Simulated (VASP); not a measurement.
VASP runs on LiCl (rock salt) share one base input (PBE GGA, plane waves, VASP's PBE PAW potentials (set 64)) and change the settings named in each case.

**INCAR**
```
ALGO = Normal
EDIFF = 1E-6
ENCUT = 520
GGA = PE
ISIF = 2
ISMEAR = 0
LASPH = .True.
LCHARG = .False.
LREAL = .False.
LWAVE = .False.
NELM = 100
PREC = Accurate
SIGMA = 0.05
SYSTEM = LiCl
```

### POSCAR
```
LiCl
1
    0.0000000000     2.6214000000     2.6214000000
    2.6214000000     0.0000000000     2.6214000000
    2.6214000000     2.6214000000     0.0000000000
Li Cl
1 1
Direct
  0.0000000000   0.0000000000   0.0000000000
  0.5000000000   0.5000000000   0.5000000000
```

KPOINTS:
```
Automatic mesh
0
Gamma
8 8 8
0 0 0
```

POTCAR, in this order: Li_sv Cl (PBE.64 set). Program: vasp_std.

```csv
change,E(σ→0) (eV/atom),pressure (GPa),gap on the mesh (eV),electronic steps
base run,-3.6884,-1.61,5.98,13
EDIFF = 1E-2,-3.6858,-2.97,5.91,7
EDIFF = 1E-3,-3.6883,-1.55,5.97,9
EDIFF = 1E-4,-3.6883,-1.55,5.97,9
EDIFF = 1E-5,-3.6884,-1.61,5.98,11
EDIFF = 1E-8,-3.6884,-1.61,5.98,16
```

Left out are runs that ran out of time, are held back, or changed the cell or the kind of run, fixed moments of cells without a moment, rows past the twelfth, gaps on odd meshes, pressures of charged cells and columns that move by less than the noise.

The compound is LiCl in the rock salt structure. The cell was not relaxed at this level.
